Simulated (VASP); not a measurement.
Calculation: PBEsol GGA, VASP's PBE PAW potentials (set 64) (plane waves; VASP).

Input for VASP

### POSCAR
```
MnV
1
    2.8321749289     0.0000000000     0.0000000000
    0.0000000000     2.8321749289     0.0000000000
   -0.0000000000     0.0000000000     2.8321749289
Mn V
1 1
Direct
  0.0000000000   0.0000000000   0.0000000000
  0.5000000000   0.5000000000   0.5000000000
```

**INCAR**
```
SYSTEM=MnV
PREC=Accurate; ENCUT=400; LREAL=.FALSE.
LASPH=.TRUE.
EDIFF=1E-6; NELM=100; ALGO=Normal
LMAXMIX=4
ISMEAR=1; SIGMA=0.1
GGA=PS
IBRION=2; NSW=60; ISIF=3
EDIFFG=-0.01
LWAVE=.FALSE.; LCHARG=.FALSE.
```

File KPOINTS:
```
Automatic
0
G
 12 12 12
```

POTCAR, in this order: Mn_pv V_sv (PBE.64 set). Program: vasp_std.

What VASP printed:

**OSZICAR**
```
       N       E                     dE             d eps       ncg     rms          rms(c)
DAV:   1     0.240286738887E+03    0.24029E+03   -0.14222E+04  2984   0.165E+03
DAV:   2    -0.145155579283E+02   -0.25480E+03   -0.25210E+03  2913   0.499E+02
DAV:   3    -0.232707441064E+02   -0.87552E+01   -0.86381E+01  3407   0.106E+02
DAV:   4    -0.234156445242E+02   -0.14490E+00   -0.14370E+00  3456   0.129E+01
DAV:   5    -0.234177286917E+02   -0.20842E-02   -0.20830E-02  3370   0.152E+00    0.279E+01
DAV:   6    -0.207881470916E+02    0.26296E+01   -0.25823E+01  2931   0.548E+01    0.111E+01
DAV:   7    -0.245260587667E+02   -0.37379E+01   -0.64414E+01  3659   0.486E+01    0.282E+01
DAV:   8    -0.200064619873E+02    0.45196E+01   -0.36165E+01  3632   0.360E+01    0.254E+00
DAV:   9    -0.199833760369E+02    0.23086E-01   -0.23998E-01  2978   0.430E+00    0.122E+00
DAV:  10    -0.199761100446E+02    0.72660E-02   -0.10123E-01  3428   0.245E+00    0.831E-01
DAV:  11    -0.199729842055E+02    0.31258E-02   -0.15991E-02  3444   0.132E+00    0.137E-01
DAV:  12    -0.199729339125E+02    0.50293E-04   -0.32320E-04  3008   0.201E-01    0.809E-02
DAV:  13    -0.199728976325E+02    0.36280E-04   -0.20868E-04  3428   0.130E-01    0.999E-03
DAV:  14    -0.199728970318E+02    0.60067E-06   -0.37648E-06  2733   0.235E-02
   1 F= -.19972897E+02 E0= -.19972801E+02  d E =-.199729E+02
       N       E                     dE             d eps       ncg     rms          rms(c)
DAV:   1    -0.199753536353E+02   -0.24560E-02   -0.49253E-02  2975   0.317E+00    0.543E-01
DAV:   2    -0.199818980169E+02   -0.65444E-02   -0.11102E-01  3522   0.237E+00    0.125E+00
DAV:   3    -0.199731198016E+02    0.87782E-02   -0.93006E-02  3647   0.196E+00    0.240E-01
DAV:   4    -0.199728731039E+02    0.24670E-03   -0.19672E-03  3529   0.319E-01    0.526E-02
DAV:   5    -0.199728599678E+02    0.13136E-04   -0.71194E-05  3411   0.679E-02    0.121E-02
DAV:   6    -0.199728591733E+02    0.79453E-06   -0.51754E-06  3004   0.202E-02
   2 F= -.19972859E+02 E0= -.19972765E+02  d E =0.378585E-04
       N       E                     dE             d eps       ncg     rms          rms(c)
DAV:   1    -0.199742117350E+02   -0.13518E-02   -0.25742E-02  2971   0.230E+00    0.393E-01
DAV:   2    -0.199779851575E+02   -0.37734E-02   -0.61659E-02  3523   0.174E+00    0.940E-01
DAV:   3    -0.199730183282E+02    0.49668E-02   -0.51952E-02  3664   0.145E+00    0.163E-01
DAV:   4    -0.199729110650E+02    0.10726E-03   -0.88126E-04  3519   0.218E-01    0.391E-02
DAV:   5    -0.199729044034E+02    0.66616E-05   -0.47393E-05  3430   0.605E-02    0.107E-02
DAV:   6    -0.199729039870E+02    0.41641E-06   -0.45872E-06  2987   0.194E-02
   3 F= -.19972904E+02 E0= -.19972809E+02  d E =-.695518E-05
```

File OUTCAR:
```
------------------------ aborting loop because EDIFF is reached ----------------------------------------
  FORCE on cell =-STRESS in cart. coord.  units (eV):
  Direction    XX          YY          ZZ          XY          YZ          ZX
  --------------------------------------------------------------------------------------
  Total        0.0061440      0.0061440      0.0061440      0.0000000      0.0000000     -0.0000000
  in kB        0.4335708      0.4335708      0.4335708      0.0000000      0.0000000     -0.0000000
  external PRESSURE =       0.4335708 kB  Pullay stress =       0.0000000 kB
  volume of cell :       22.70
      direct lattice vectors                 reciprocal lattice vectors
     2.831606541 -0.000000000  0.000000000     0.353156410 -0.000000000  0.000000000
     0.000000000  2.831606541  0.000000000     0.000000000  0.353156410  0.000000000
    -0.000000000  0.000000000  2.831606541    -0.000000000 -0.000000000  0.353156410
 POSITION                                       TOTAL-FORCE (eV/Angst)
 -----------------------------------------------------------------------------------
      0.00000      0.00000      0.00000         0.000000      0.000000      0.000000
      1.41580      1.41580      1.41580        -0.000000      0.000000      0.000000
 -----------------------------------------------------------------------------------
    total drift:                                0.000000     -0.000000     -0.000000
  FREE ENERGIE OF THE ION-ELECTRON SYSTEM (eV)
  ---------------------------------------------------
  free  energy   TOTEN  =       -19.9729039870 eV

  energy  without entropy=      -19.9726181207  energy(sigma->0) =      -19.97280870

 reached required accuracy - stopping structural energy minimisation
```
(Selected blocks of OUTCAR.)

CONTCAR:
```
MnV
   1.00000000000000
     2.8316065411321518   -0.0000000000000000    0.0000000000000000
     0.0000000000000000    2.8316065411321518    0.0000000000000000
    -0.0000000000000000    0.0000000000000000    2.8316065411321518
  Mn              V
     1     1
Direct
     0.0000000000000000    0.0000000000000000    0.0000000000000000
     0.5000000000000000    0.5000000000000000    0.5000000000000000
```

The structure comes from a measured MnV entry (Pm-3m) of the Crystallography Open Database, whose conditions weren't checked. This run relaxes it. Symmetry was kept, so distortions that lower it aren't found. The start is the result of an earlier pass. The run is not spin-polarised, so no magnetic state was tried.
